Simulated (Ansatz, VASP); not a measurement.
One calculation of Cd3SeS2, two programs

```
Cd Se S
1.0
     6.55971    0.00000    0.00000
    -3.27985    5.68088    0.00000
     0.00000    0.00000    3.90402
Cd Se S
3 1 2
Cartesian
  3.2799 0.0000 1.9520
  -1.6399 2.8404 1.9520
  1.6399 2.8404 1.9520
  0.0000 0.0000 1.9520
  0.0000 3.7873 0.0000
  3.2799 1.8936 0.0000
```

Alike in both runs: functional PBE; k mesh 6 × 6 × 2; occupations gaussian, width 0.1 eV; no spin polarisation.

Ansatz relaxed the structure, and its values are those at the end. VASP's run is a single point on that final structure, the one shown.

|  | VASP | Ansatz |
| --- | --- | --- |
| version | VASP 6.6.1 | Ansatz 0.2.0 |
| potentials or method | VASP PAW PBE potentials, release 64 (Cd, Se, S) | scalar-relativistic, plane waves, PAW |
| plane-wave cutoff (eV) | 520 | 420 |
| valence electrons in the cell | 54 | 88 |

VASP gave:

- gap on the k mesh at the Fermi level (eV): none
- pressure (GPa): 0.5

Q: Estimate Ansatz's values.

A: gap on the k mesh at the Fermi level (eV): none; pressure (GPa): 0.2.

A gap of «none» marks a metal or a gap that the smearing closes. With one functional, cell and mesh, what is left measures potentials, basis and numerics. The two sets of potentials don't hold the same shells in valence.

Caveats: the k mesh is coarse (spacing up to 0.80 Å⁻¹), so the values aren't converged.
